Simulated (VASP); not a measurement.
Data:

```
Ru3TaC
1.0
    4.00745     0.00000     0.00000
    0.00000     4.00745     0.00000
    0.00000     0.00000     4.00745
Ta Ru C
1 3 1
Direct
  0.00000   0.00000   0.00000
  0.00000   0.50000   0.50000
  0.50000   0.00000   0.50000
  0.50000   0.50000   0.00000
  0.50000   0.50000   0.50000
```

Level of theory: PBEsol GGA with spin-orbit coupling, VASP's PBE PAW potentials (set 64) (plane waves; VASP). Numerical set-up: 520 eV cut-off, 7×7×7 Γ-centred mesh, Gaussian smearing of 0.050 eV, potentials Ta_pv Ru_pv C.

Question: Give the energies of bands 51 to 64 at the high-symmetry points, in eV from the Fermi level.

Answer: 
| band | Γ | X | M | R |
|---|---|---|---|---|
| 51 | -1.54 | -1.64 | -2.69 | -0.54 |
| 52 | -1.54 | -1.64 | -2.69 | -0.54 |
| 53 | -1.54 | -1.52 | -1.83 | -0.02 |
| 54 | -1.54 | -1.52 | -1.83 | -0.02 |
| 55 | 0.53 | -0.89 | -1.44 | -0.02 |
| 56 | 0.53 | -0.89 | -1.44 | -0.02 |
| 57 | 0.58 | -0.36 | -1.06 | 0.30 |
| 58 | 0.58 | -0.36 | -1.06 | 0.30 |
| 59 | 0.67 | -0.05 | 0.53 | 0.40 |
| 60 | 0.67 | -0.05 | 0.53 | 0.40 |
| 61 | 0.67 | 0.62 | 0.55 | 0.40 |
| 62 | 0.67 | 0.62 | 0.55 | 0.40 |
| 63 | 2.24 | 0.63 | 0.92 | 1.38 |
| 64 | 2.24 | 0.63 | 0.92 | 1.38 |

It has no gap at this level: it comes out as a metal or semimetal.

The structure comes from a computed database's TaRu3C entry (Pm-3m); how it stands against other phases isn't given here. It was relaxed first.
